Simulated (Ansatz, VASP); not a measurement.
CuTe: VASP beside Ansatz

```
Cu Te
1.0
     3.10000    0.00000    0.00000
     0.00000    4.02000    0.00000
     0.00000    0.00000    6.86000
Cu Te
2 2
Direct
  0.00000 0.50000 0.44900
  0.50000 0.00000 0.55100
  0.00000 0.00000 0.22300
  0.50000 0.50000 0.77700
```

Alike in both runs: task single point; functional LDA; k mesh 6 × 4 × 4; occupations gaussian, width 0.1 eV; no spin polarisation.

|  | VASP | Ansatz |
| --- | --- | --- |
| version | VASP 6.6.1 | Ansatz 0.2.0 |
| potentials or method | VASP PAW LDA potentials, release 64 (Cu, Te) | scalar-relativistic, plane waves, PAW |
| plane-wave cutoff (eV) | 520 | 420 |
| valence electrons in the cell | 34 | 70 |

Ansatz gave:

| Quantity | Value |
| --- | --- |
| gap on the k mesh at the Fermi level (eV) | none |
| pressure (GPa) | -1.2 |
| largest component of the traceless stress (GPa) | 2.30 |
| rms of the force components (eV/Å) | 0.134 |

Problem. Which values does VASP return?

Solution. gap on the k mesh at the Fermi level (eV): none; pressure (GPa): -0.9; largest component of the traceless stress (GPa): 2.11; rms of the force components (eV/Å): 0.126.

Atom by atom the forces differ by 0.021 eV/Å (rms over components). A gap of «none» marks a metal or a gap that the smearing closes. The two sets of potentials don't hold the same shells in valence.

Caveats: the k mesh is coarse (spacing up to 0.39 Å⁻¹), so the values aren't converged. Spin-orbit coupling is left out, which matters for the levels of Te.
